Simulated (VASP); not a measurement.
# CdS (Greenockite) with r2SCAN: from relaxation to properties

Aim: relax CdS (Greenockite), then compute properties on the relaxed cell. The steps: relaxing cell and atoms (r2SCAN), second relaxation, single point with fields (r2SCAN), band structure (r2SCAN), density of states (r2SCAN), vibrations at Γ (r2SCAN), bands along the symmetry lines (r2SCAN), changed input and ionic relaxation at fixed cell (r2SCAN), changed input. Left out of this account: 1 further run (core levels: core levels are not valid at this level). The start is a cell from a database of measured crystal structures.

Method: r2SCAN; plane waves and PAW (Cd, S), in VASP 6.6.1.

Report form: the programs' logs are mostly left out.

## (1) Set-up

Before any relaxation, the start is as follows. The structure is hexagonal, space group P6_3mc (No. 186). The conventional cell has a = 4.137 Å, b = 4.137 Å, c = 6.714 Å, α = 90.00°, β = 90.00°, γ = 120.00°. Nearest to Cd lie 4 S at 2.52 to 2.53 Å. Nearest to S lie 4 Cd at 2.52 to 2.53 Å. Farther neighbours and most contacts between anions are not listed.

Coordinates:

```xyz
4
Lattice="4.1370 0.0000 0.0000 -2.0685 3.5827 0.0000 0.0000 0.0000 6.7144" Properties=species:S:1:pos:R:3 pbc="T T T"
Cd    2.0685    1.1942    0.0000
Cd    0.0000    2.3885    3.3572
S     2.0685    1.1942    2.5179
S     0.0000    2.3885    5.8751
```

## (2) Relaxing cell and atoms (r2SCAN)

Properties are meant for the cell that this level of theory prefers, so cell and atoms are relaxed first (ISIF = 3) until forces and stress are small; EDIFFG sets the threshold. r2SCAN adds the kinetic-energy density, costs more than a GGA and is run with LASPH.

INCAR

```
SYSTEM = CdS
PREC = Accurate
ENCUT = 400
EDIFF = 1E-06
NELM = 100
ISMEAR = 0
SIGMA = 0.05
LREAL = .FALSE.
ALGO = Normal
METAGGA = R2SCAN
LASPH = .TRUE.
NBANDS = 24
LORBIT = 11
LWAVE = .FALSE.
LCHARG = .FALSE.
KPAR = 4
IBRION = 2
NSW = 60
ISIF = 3
EDIFFG = -0.01
```

POSCAR

```
CdS
1.0
    4.1370000000      0.0000000000      0.0000000000
   -2.0685000000      3.5827470955      0.0000000000
    0.0000000000      0.0000000000      6.7144000000
Cd S
2 2
Direct
    0.6666666667      0.3333333333      0.0000000000
    0.3333333333      0.6666666667      0.5000000000
    0.6666666667      0.3333333333      0.3750000000
    0.3333333333      0.6666666667      0.8750000000
```

KPOINTS

```
Automatic mesh
0
Gamma
6 6 3
0 0 0
```

Potentials, in the order of the species: Cd and S (PBE family, release 64).

Launch:

```console
mpirun -np 4 vasp_std
```

Wall time 65 s (4 MPI ranks of Intel Xeon 6975P-C (Granite Rapids), shared host); peak memory 0.81 GiB.

The gap is read on the k-mesh alone, so it is an upper bound where the band edges lie off the mesh. The PAW data sets were made with PBE, which is usual practice but a small mismatch for other functionals. The run keeps the 12 symmetry operations of its start, so it cannot find a distortion of lower symmetry.

The steps of the relaxation:

| step | energy less that of the first step (eV) | largest force (eV/Å) | pressure (GPa) | volume (Å³) |
| --- | --- | --- | --- | --- |
| 1 | 0.0000 | 0.0751 | 1.23 | 99.52 |
| 2 | -0.0065 | 0.0022 | -0.54 | 102.28 |
| 3 | -0.0080 | 0.0190 | -0.02 | 101.43 |
| 4 | -0.0080 | 0.0200 | -0.01 | 101.39 |
| 5 | -0.0081 | 0.0092 | 0.02 | 101.36 |

| conventional cell, symmetrised | before | after | change |
| --- | --- | --- | --- |
| a (Å) | 4.137 | 4.157 | +0.5 % |
| b (Å) | 4.137 | 4.157 | +0.5 % |
| c (Å) | 6.714 | 6.772 | +0.9 % |
| volume (Å³/atom) | 24.88 | 25.34 | +1.8 % |

Final coordinates:

```xyz
4
Lattice="4.1572 0.0000 0.0000 -2.0786 3.6002 0.0000 0.0000 0.0000 6.7720" Properties=species:S:1:pos:R:3 pbc="T T T"
Cd    2.0786    1.2001   -0.0034
Cd    0.0000    2.4001    3.3826
S     2.0786    1.2001    2.5429
S     0.0000    2.4001    5.9289
```

A gap read on the k-mesh alone can miss the band edges.

Numbers from this step:

```yaml
electrons: 36
bands: 24
irreducible_k_points: 14
symmetry_operations: 12
free_energy_toten: -59.3704 eV
fermi_energy: 1.130 eV
pressure: 0.02333 GPa
metallic: no
valence_top_at_k: 0, 0, 0
conduction_bottom_at_k: 0, 0, 0
least_direct_gap_at_k: 0, 0, 0
scf_cycles_over_all_ionic_steps: 40
gap_on_the_k_mesh: 1.625 eV
least_direct_gap_on_the_k_mesh: 1.625 eV
```

It ends with a largest force of 0.009 eV/Å and a pressure of 0.02 GPa. The volume lies +1.8 % from that of the database's start.

## (3) Second relaxation

The basis stayed that of the start cell while the cell moved. A rerun from the cell reached resets it; the error of the finite cutoff stays. The mesh changes with the cell too.

INCAR is that of step 2.

POSCAR

```
CdS
1.0
    4.1571786306      0.0000000000      0.0000000000
   -2.0785893153      3.6002223022      0.0000000000
    0.0000000000      0.0000000000      6.7720109940
Cd S
2 2
Direct
    0.6666666667      0.3333333333      0.9995022935
    0.3333333333      0.6666666667      0.4995022935
    0.6666666667      0.3333333333      0.3754977065
    0.3333333333      0.6666666667      0.8754977065
```

KPOINTS

```
Automatic mesh
0
Gamma
5 5 3
0 0 0
```

Launch:

```console
mpirun -np 4 vasp_std
```

Wall time 24 s (4 MPI ranks); peak memory 0.78 GiB.

Little changed from the start: no atom moved by 0.005 Å and no cell edge by 0.1 %.

This step gave:

```yaml
irreducible_k_points: 10
free_energy_toten: -59.3711 eV
fermi_energy: 1.131 eV
pressure: -0.01888 GPa
scf_cycles_over_all_ionic_steps: 20
gap_on_the_k_mesh: 1.622 eV
least_direct_gap_on_the_k_mesh: 1.622 eV
```

It ends with a largest force of 0.008 eV/Å and a pressure of -0.02 GPa. The volume moved by only 0.12 %, so the cell is settled.

## (4) Single point with fields (r2SCAN)

A single point on the relaxed cell gives a clean self-consistent state, with density, ELF and potential written out.

Changes to INCAR since step 3:

```diff
@@ -14,7 +14,5 @@
 LWAVE = .FALSE.
-LCHARG = .FALSE.
-KPAR = 4
-IBRION = 2
-NSW = 60
-ISIF = 3
-EDIFFG = -0.01
+LCHARG = .TRUE.
+ISIF = 2
+LELF = .TRUE.
+LVHAR = .TRUE.
```

POSCAR

```
CdS
1.0
    4.1596201544      0.0000000000      0.0000000000
   -2.0798100772      3.6023367239      0.0000000000
    0.0000000000      0.0000000000      6.7719910268
Cd S
2 2
Direct
    0.6666666667      0.3333333333      0.9994529055
    0.3333333333      0.6666666667      0.4994529055
    0.6666666667      0.3333333333      0.3755470945
    0.3333333333      0.6666666667      0.8755470945
```

KPOINTS is that of step 3.

Launch:

```console
mpirun -np 4 vasp_std
```

The job ended after 12 s (4 MPI ranks; peak memory 0.53 GiB).

This step gave:

- SCF cycles: 15
- free energy (TOTEN): -59.3713 eV
- pressure: -0.02216 GPa

Valence electrons inside each PAW sphere by angular momentum. Sphere charges, by row:

| atom | s (e) | p (e) | d (e) | tot (e) |
| --- | --- | --- | --- | --- |
| Cd1 | 0.4 | 0.307 | 9.579 | 10.29 |
| Cd2 | 0.4 | 0.307 | 9.579 | 10.29 |
| S3 | 1.31 | 2.425 | 0 | 3.735 |
| S4 | 1.31 | 2.425 | 0 | 3.735 |

Valence density in the ac plane at fractional y = 0.333, with atoms of Cd and S within 0.2 Å of it. It is the smooth field of the valence electrons, not physical close to the nuclei.

Ten steps, logarithmic in the rise over the least value, from '_' (0.0 e/Å³) to '@' (9.1 e/Å³), each cell a mean:
```
::::::::::::==**%%@@@@##++--
::::::::::::--++##%%##**==::
::::::::::::::--==++==--::::
::::::::::::..::::::::::....
..::::::....................
..............____________..
............________________
............______..______..
............................
..::::::....::::::--::::::..
::::::::::::::--======----::
::::::::::::--==++++++++==--
::::::::::--==++++====++==--
::......::--==++==__--++==--
::........::==++++==++++==--
....____..::--==++++++==--::
..______....::--======--::::
..________..::::--------::..
..________..::--======--::..
....____....--==**##**++--::
..........::==**%%@@%%##==::
::......::::==##@@@@@@%%++--
```
Columns run along a (4.2 Å), rows up along c (6.8 Å). Atoms in or near the plane, at fractional coordinates: Cd at (0.67, 0.00), S at (0.67, 0.38).

ELF in the ac plane at fractional y = 0.333, with atoms of Cd and S within 0.2 Å of it. It is the smooth field of the valence electrons, not physical close to the nuclei.

Ten even steps from '0' (0.00) to '9' (0.85), each cell a mean:
```
36764222000121
57875222111222
67886412333212
67776411222113
56665311111112
34443200000001
11221000000000
01110000011000
11111112344311
11211146787742
11211368999974
21112599989996
31112699757998
41113799635898
41013799867998
31003689999997
20001468999875
00000134444432
00000111222211
10000122212221
12221122000131
23542121000022
```
Columns run along a (4.2 Å), rows up along c (6.8 Å). Atoms in or near the plane, at fractional coordinates: Cd at (0.67, 0.00), S at (0.67, 0.38).

Electrostatic potential energy in the ac plane at fractional y = 0.333, with atoms of Cd and S within 0.2 Å of it. With pseudopotentials it is smooth inside the atoms' cores, unlike the true potential.

Ten even steps from '_' (-65 eV) to '@' (5 eV), each cell a mean:
```
@@@@@@@@@@@@%%##########%%%%
@@@@@@@@@@@@%%##########%%@@
@@@@@@@@@@@@@@%%%%##%%%%@@@@
@@@@@@@@@@@@@@@@@@%%@@@@@@@@
@@@@@@@@@@@@@@@@@@@@@@@@@@@@
@@@@@@@@@@@@@@@@@@@@@@@@@@@@
@@@@@@@@@@@@@@@@@@@@@@@@@@@@
@@@@@@@@@@@@@@@@@@@@@@@@@@@@
@@@@@@@@@@@@@@@@@@@@@@@@@@@@
@@@@@@@@@@@@@@@@@@@@@@@@@@@@
@@@@@@@@@@@@@@@@%%%%%%@@@@@@
@@@@@@@@@@@@@@##--..::**%%@@
@@@@@@@@@@@@%%==______::%%@@
@@@@@@@@@@@@%%--______..##@@
@@@@@@@@@@@@%%++______::%%@@
@@@@@@@@@@@@@@%%==--==##@@@@
@@@@@@@@@@@@@@@@%%%%%%@@@@@@
@@@@@@@@@@@@@@@@@@@@@@@@@@@@
@@@@@@@@@@@@@@%%%%%%%%%%@@@@
@@@@@@@@@@@@%%%%########%%@@
@@@@@@@@@@@@%%##########%%%%
@@@@@@@@@@@@%%############%%
```
Columns run along a (4.2 Å; values clipped at the 3rd and 97th percentile), rows up along c (6.8 Å). Atoms in or near the plane, at fractional coordinates: Cd at (0.67, 0.00), S at (0.67, 0.38).

In this run the pressure is -0.02 GPa, small enough to go on.

## (5) Band structure (r2SCAN)

The mesh alone shows little of the dispersion and can miss band extrema, so KPOINTS_OPT adds a path through the symmetry points after the self-consistent cycle.

INCAR

```
SYSTEM = CdS
PREC = Accurate
ENCUT = 400
EDIFF = 1E-06
NELM = 100
ISMEAR = 0
SIGMA = 0.05
LREAL = .FALSE.
ALGO = Normal
METAGGA = R2SCAN
LASPH = .TRUE.
NBANDS = 32
LORBIT = 11
LWAVE = .FALSE.
LCHARG = .FALSE.
KPAR = 4
```

POSCAR is that of step 4.

KPOINTS is that of step 4.

KPOINTS_OPT

```
Line mode
16
Line-mode
Reciprocal
  0.00000000   0.00000000   0.00000000 GAMMA
  0.50000000   0.00000000   0.00000000 M

  0.50000000   0.00000000   0.00000000 M
  0.33333333   0.33333333   0.00000000 K

  0.33333333   0.33333333   0.00000000 K
  0.00000000   0.00000000   0.00000000 GAMMA

  0.00000000   0.00000000   0.00000000 GAMMA
  0.00000000   0.00000000   0.50000000 A

  0.00000000   0.00000000   0.50000000 A
  0.50000000   0.00000000   0.50000000 L

  0.50000000   0.00000000   0.50000000 L
  0.33333333   0.33333333   0.50000000 H

  0.33333333   0.33333333   0.50000000 H
  0.00000000   0.00000000   0.50000000 A

  0.50000000   0.00000000   0.50000000 L
  0.50000000   0.00000000   0.00000000 M

  0.33333333   0.33333333   0.00000000 K
  0.33333333   0.33333333   0.50000000 H
```

Launch:

```console
mpirun -np 4 vasp_std
```

Elapsed: 76 s, on 4 MPI ranks; peak memory 0.83 GiB.

Spin-orbit coupling is off here; it would split degenerate levels.

This step gave:

```
SCF cycles                        : 14
bands                             : 32
Fermi energy                      : 1.125 eV
pressure                          : -0.004635 GPa
least gap on mesh and path        : 1.622 eV
least direct gap on mesh and path : 1.622 eV
```

Electronic bands along the path, in eV, zero at the valence-band top; v1 is the highest filled band, c1 the lowest empty one:

| point | v4 | v3 | v2 | v1 | c1 | c2 | c3 | c4 |
| --- | --- | --- | --- | --- | --- | --- | --- | --- |
| Γ | -0.75 | -0.05 | 0.00 | 0.00 | 1.62 | 3.23 | 6.99 | 6.99 |
| 0.53 of the way | -2.03 | -1.40 | -0.55 | -0.41 | 3.49 | 4.45 | 5.86 | 6.76 |
| M | -2.62 | -1.85 | -1.28 | -0.74 | 4.14 | 4.25 | 5.41 | 6.83 |
| 0.47 of the way | -2.64 | -2.15 | -1.40 | -1.16 | 4.69 | 5.02 | 5.26 | 6.83 |
| K | -3.07 | -1.83 | -1.83 | -1.63 | 4.93 | 5.55 | 5.55 | 7.45 |
| 0.53 of the way | -2.18 | -1.51 | -0.58 | -0.54 | 3.65 | 4.87 | 5.95 | 6.30 |
| Γ | -0.75 | -0.05 | 0.00 | 0.00 | 1.62 | 3.23 | 6.99 | 6.99 |
| 0.53 of the way | -0.63 | -0.63 | -0.13 | -0.13 | 2.54 | 3.32 | 6.75 | 7.07 |
| A | -0.38 | -0.38 | -0.38 | -0.38 | 3.27 | 3.27 | 6.62 | 6.62 |
| 0.53 of the way | -1.34 | -1.34 | -0.93 | -0.93 | 4.23 | 4.23 | 5.84 | 5.84 |
| L | -1.33 | -1.33 | -1.32 | -1.32 | 3.86 | 3.86 | 5.79 | 5.79 |
| 0.53 of the way | -2.00 | -2.00 | -1.16 | -1.16 | 4.46 | 4.46 | 6.17 | 6.17 |
| H | -2.41 | -2.41 | -1.11 | -1.11 | 4.83 | 4.83 | 6.41 | 6.41 |
| 0.47 of the way | -1.40 | -1.40 | -1.22 | -1.22 | 4.59 | 4.59 | 5.89 | 5.89 |
| A | -0.38 | -0.38 | -0.38 | -0.38 | 3.27 | 3.27 | 6.62 | 6.62 |
| jump to L | -1.33 | -1.33 | -1.32 | -1.32 | 3.86 | 3.86 | 5.79 | 5.79 |
| 0.47 of the way | -2.06 | -1.69 | -1.09 | -0.94 | 3.70 | 4.28 | 5.97 | 5.98 |
| M | -2.62 | -1.85 | -1.28 | -0.74 | 4.14 | 4.25 | 5.41 | 6.83 |
| jump to K | -3.07 | -1.83 | -1.83 | -1.63 | 4.93 | 5.55 | 5.55 | 7.45 |
| 0.47 of the way | -2.91 | -1.85 | -1.50 | -1.50 | 5.27 | 5.27 | 5.33 | 7.27 |
| H | -2.41 | -2.41 | -1.11 | -1.11 | 4.83 | 4.83 | 6.41 | 6.41 |

The largest weight of each band there:

| point | v4 | v3 | v2 | v1 | c1 | c2 | c3 | c4 |
| --- | --- | --- | --- | --- | --- | --- | --- | --- |
| Γ | S 0.78 | S 0.80 | S 0.79 | S 0.79 | Cd 0.56 | Cd 0.72 | Cd 1.00 | Cd 1.00 |
| M | S 0.72 | S 0.79 | S 0.74 | S 0.79 | Cd 0.58 | Cd 0.82 | Cd 0.56 | S 0.60 |
| K | S 0.76 | S 0.74 | S 0.74 | S 0.74 | Cd 0.86 | Cd 0.51 | Cd 0.51 | S 0.73 |
| Γ | S 0.78 | S 0.80 | S 0.79 | S 0.79 | Cd 0.56 | Cd 0.72 | Cd 1.00 | Cd 1.00 |
| A | S 0.78 | S 0.78 | S 0.78 | S 0.78 | Cd 0.54 | Cd 0.54 | Cd 0.53 | Cd 0.53 |
| L | S 0.78 | S 0.78 | S 0.77 | S 0.77 | Cd 0.72 | Cd 0.72 | Cd 0.75 | Cd 0.75 |

The path finds the gap of the mesh within 0.02 eV, so the mesh comes close to both band edges.

## (6) Density of states (r2SCAN)

Here the states are counted by energy and projected on the atoms. The mesh is finer than in the run before.

Changes to INCAR since step 5:

```diff
@@ -5,3 +5,3 @@
 NELM = 100
-ISMEAR = 0
+ISMEAR = -5
 SIGMA = 0.05
@@ -16 +16,2 @@
 KPAR = 4
+NEDOS = 2001
```

POSCAR is that of step 5.

KPOINTS

```
Automatic mesh
0
Gamma
8 8 4
0 0 0
```

Launch:

```console
mpirun -np 4 vasp_std
```

Run time: 32 s. Hardware: 4 MPI ranks; peak memory 0.86 GiB.

Numbers from this step:

```yaml
irreducible_k_points: 30
free_energy_toten: -59.3785 eV
fermi_energy: 0.8598 eV
pressure: -0.02424 GPa
gap_on_the_k_mesh: 1.624 eV
least_direct_gap_on_the_k_mesh: 1.624 eV
```

The density of states has structure finer than the step of the table below, so its rows give means over 1 eV, whole bins alone (the curve runs from -12.0 to 7.26 eV). Peaks (eV: height): total -7.7: 46.8, -7.4: 42.2, -1.1: 7.67, 5.9: 7.17; S p -7.7: 1.36, -3.9: 1.75, -1.1: 3.38, 5.9: 0.894; Cd s -3.9: 1.17, 4.5: 0.699, 5.9: 0.643; Cd d -7.7: 41.5, -7.4: 39.9; Cd p -1.1: 0.442, 4.5: 0.151, 5.9: 0.591.

States under -12.0 eV and over 7.3 eV are left out. The density of states by energy, zero at the valence-band top; means over each step; values in states/eV/cell:

| energy (eV) | total | S p | Cd s | Cd d | Cd p | S s |
| --- | --- | --- | --- | --- | --- | --- |
| -9 | 0 | 0 | 0 | 0 | 0 | 0 |
| -8 | 9.88 | 0.241 | 0.0126 | 8.84 | 0.00824 | 0.00644 |
| -7 | 10.0 | 0.0381 | 0.0235 | 9.24 | 0.00941 | 0.142 |
| -6 | 0 | 0 | 0 | 0 | 0 | 0 |
| -5 | 0 | 0 | 0 | 0 | 0 | 0 |
| -4 | 2.28 | 0.645 | 0.412 | 0.0945 | 0.0339 | 0.0228 |
| -3 | 1.53 | 0.458 | 0.177 | 0.105 | 0.0497 | 0.0379 |
| -2 | 3.12 | 1.19 | 0.0759 | 0.187 | 0.197 | 0.0228 |
| -1 | 4.46 | 1.98 | 0.0265 | 0.342 | 0.243 | 0.00935 |
| 0 | 0.563 | 0.276 | 4.2e-4 | 0.0567 | 0.0197 | 2.2e-4 |
| 1 | 0 | 0 | 0 | 0 | 0 | 0 |
| 2 | 0.0276 | 0.00308 | 0.00603 | 9.0e-5 | 2.9e-4 | 0.00455 |
| 3 | 0.279 | 0.0413 | 0.0566 | 0.00159 | 0.00713 | 0.0362 |
| 4 | 2.11 | 0.244 | 0.437 | 0.0283 | 0.0943 | 0.155 |
| 5 | 1.62 | 0.206 | 0.335 | 0.0369 | 0.0712 | 0.0559 |
| 6 | 3.33 | 0.417 | 0.277 | 0.111 | 0.290 | 0.0337 |

The gap on this mesh is 1.62 eV. In the top eV of the valence band the largest shares in the PAW spheres are S p 47 % and Cd d 9 %; in the lowest eV of the conduction band, Cd s 22 %, S s 16 % and S p 12 %. The rest lies in smaller channels or between the spheres.

## (7) Vibrations at Γ (r2SCAN)

Zone-centre modes test whether the atoms sit at a minimum within this cell. IBRION = 6 takes the force constants from differences of forces between displaced cells, so the forces must be tight.

INCAR

```
SYSTEM = CdS
PREC = Accurate
ENCUT = 400
EDIFF = 1E-08
NELM = 100
ISMEAR = 0
SIGMA = 0.05
LREAL = .FALSE.
ALGO = Normal
METAGGA = R2SCAN
LASPH = .TRUE.
NBANDS = 24
LORBIT = 11
LWAVE = .FALSE.
LCHARG = .FALSE.
KPAR = 4
IBRION = 6
NFREE = 2
POTIM = 0.015
ISIF = 2
NSW = 1
```

POSCAR is that of step 6.

KPOINTS

```
Automatic mesh
0
Gamma
12 12 7
0 0 0
```

Launch:

```console
mpirun -np 4 vasp_std
```

Run time: 22 min. Hardware: 4 MPI ranks; peak memory 4.5 GiB.

The last energy, forces, stress and levels in OUTCAR belong to the last displaced cell, not to the cell of POSCAR.

Numbers from this step:

| Property | Result |
| --- | --- |
| bands | 24 |
| irreducible k-points | 76 |
| pressure of the cell | -0.02844 GPa |
| largest force of the cell | 0.01092 eV/Å |

Transverse limit, no LO-TO splitting. The modes at Γ (shares of kinetic energy by element, %):

| mode | frequency (cm⁻¹) | symmetry | Cd % | S % |
| --- | --- | --- | --- | --- |
| 1 | -0.1 | acoustic | 78 | 22 |
| 2 | -0.1 | acoustic | 78 | 22 |
| 3 | 0.0 | acoustic | 78 | 22 |
| 4 | 40.8 | E2 | 83 | 17 |
| 5 | 40.8 | E2 | 83 | 17 |
| 6 | 135.1 | B | 97 | 3 |
| 7 | 228.9 | A1 | 22 | 78 |
| 8 | 234.2 | E1 | 22 | 78 |
| 9 | 234.2 | E1 | 22 | 78 |
| 10 | 248.2 | E2 | 17 | 83 |
| 11 | 248.2 | E2 | 17 | 83 |
| 12 | 299.5 | B | 3 | 97 |

Displacements in mode 5 (40.8 cm⁻¹), the largest set to 1:
```
Cd1  0.00 -1.00  0.00
Cd2  0.00  1.00  0.00
S3   0.00  0.84  0.00
S4   0.00 -0.84  0.00
```

Displacements in mode 9 (234.2 cm⁻¹), the largest set to 1:
```
Cd1  0.00 -0.28  0.00
Cd2  0.00 -0.28  0.00
S3   0.00  1.00  0.00
S4   0.00  1.00  0.00
```

The three acoustic modes lie within 0.1 cm⁻¹ of zero, and all others are real. By the characters of their eigenvectors the optical modes sort into (cm⁻¹) Raman active: E2 41, A1 229, E1 234, E2 248; infrared active: A1 229, E1 234; silent: B 135, B 299. B labels carry no number here, since it depends on the setting of the axes.

(Continued in part 2 of 2.)

[Lines on the potential files, build, host, timing and source positions are cut from VASP's logs without a mark.]

[Logs are printed without paths, hosts, clocks, repeated set-up lines and the standing remarks that a program may print on its own settings, such as how far it seeks lower states.]

[Hosts, paths, dates, database ids (printed as entryN), source tags and the programs' standing remarks are cut or masked in the printed files.]

[Measured values are set beside computed ones only where the two were judged alike; some that the calculation misses by far are left out.]

[In band tables of VASP the shares of atoms and orbitals are scaled to a sum of 1 inside the atoms' spheres.]
